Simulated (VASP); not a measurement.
The input files of a VASP run:

KPOINTS:
```
kpoints
0
gamma
 10 10 10
```

INCAR:
```
SYSTEM = TaC
PREC = Accurate; ENCUT = 520; LREAL = .False.
LASPH = .True.
EDIFF = 1E-6; NELM = 100; ALGO = Normal
LMAXMIX = 6
ISMEAR = 1; SIGMA = 0.1
GGA = PE
MAGMOM = 1.0 1.0
ISPIN = 2
ISIF = 2
LWAVE = .False.; LCHARG = .False.
```

### POSCAR
```
TaC
1.0
  0.0000000000   2.2746000000   2.2746000000
  2.2746000000   0.0000000000   2.2746000000
  2.2746000000   2.2746000000   0.0000000000
Ta C
1 1
Cartesian
  0.0000000000   0.0000000000   0.0000000000
  2.2746000000   2.2746000000   2.2746000000
```

POTCAR, in this order: Ta_pv C (PBE.64 set). Program: vasp_std.

Question: Write an equivalent input for Quantum ESPRESSO's pw.x.

Answer: One equivalent input (not run):
```
&CONTROL
  calculation = 'scf'
  pseudo_dir = './pseudo'
  outdir = './out'
  tprnfor = .true.
  tstress = .true.
/
&SYSTEM
  ibrav = 0
  nat = 2
  ntyp = 2
  ecutwfc = 82
  occupations = 'smearing'
  smearing = 'methfessel-paxton'
  degauss = 0.00735
  input_dft = 'pbe'
  nspin = 2
  starting_magnetization(1) = 0.1
  starting_magnetization(2) = 0.1
/
&ELECTRONS
  conv_thr = 7.3e-08
  electron_maxstep = 100
/
ATOMIC_SPECIES
  Ta 180.948 Ta.upf
  C 12.011 C.upf
CELL_PARAMETERS angstrom
     0.0000000    2.2746000    2.2746000
     2.2746000    0.0000000    2.2746000
     2.2746000    2.2746000    0.0000000
ATOMIC_POSITIONS crystal
  Ta   0.0000000  0.0000000  0.0000000
  C    0.5000000  0.5000000  0.5000000
K_POINTS automatic
  10 10 10 0 0 0
```
The two are equivalent in intent, not identical: the potentials are each code's own (VASP's PAW set, PseudoDojo norm-conserving files in pw.x), so ENCUT and ecutwfc are chosen apart and not converted; conv_thr bounds pw.x's estimated SCF error, while EDIFF bounds the energy change between steps; starting_magnetization is a fraction of the valence charge and MAGMOM a moment in μB, so they match only roughly.

The compound is TaC in the rock salt structure. The cell was not relaxed at this level.
